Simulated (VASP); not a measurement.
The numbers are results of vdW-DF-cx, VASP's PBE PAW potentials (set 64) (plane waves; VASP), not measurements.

VASP input:

File POSCAR:
```
Gd
1
    1.8184788177    -3.1496974962     0.0000000000
    1.8184788177     3.1496974962     0.0000000000
    0.0000000000     0.0000000000     5.7354179098
Gd
2
Direct
  0.3333330000   0.6666670000   0.2500000000
  0.6666670000   0.3333330000   0.7500000000
```

INCAR:
```
AGGAC = 0.0
ALGO = Normal
EDIFF = 1E-7
EDIFFG = -0.01
ENCUT = 520
GGA = CX
IBRION = 2
ISIF = 4
ISMEAR = 1
LASPH = .True.
LCHARG = .False.
LMAXMIX = 6
LREAL = .False.
LUSE_VDW = .True.
LWAVE = .False.
NELM = 100
NSW = 30
PREC = Accurate
SIGMA = 0.1
SYSTEM = Gd
```

### KPOINTS
```
Automatic
0
gamma
  12 12 7
0 0 0
```

POTCAR, in this order: Gd_3 (PBE.64 set). Program: vasp_std.

Task: What will the output report for the number of irreducible k-points (NKPTS), largest plane-wave count, number of space-group operations, FFT grid (NGX, NGY, NGZ)?

Result: 
```json
{
 "number of irreducible k-points (NKPTS)": "76",
 "largest_plane_wave_count": "1785",
 "number_of_space_group_operations": "24",
 "FFT grid (NGX, NGY, NGZ)": "28 × 28 × 48"
}
```

The compound is Gd in the hcp structure. This cell is one point of a volume scan, at 1.06 of the reference volume. Symmetry was kept, so distortions that lower it aren't found. The 4f electrons are frozen in the core of the lanthanide potential, so 4f levels, which can set the real gap, and their magnetism are missing.
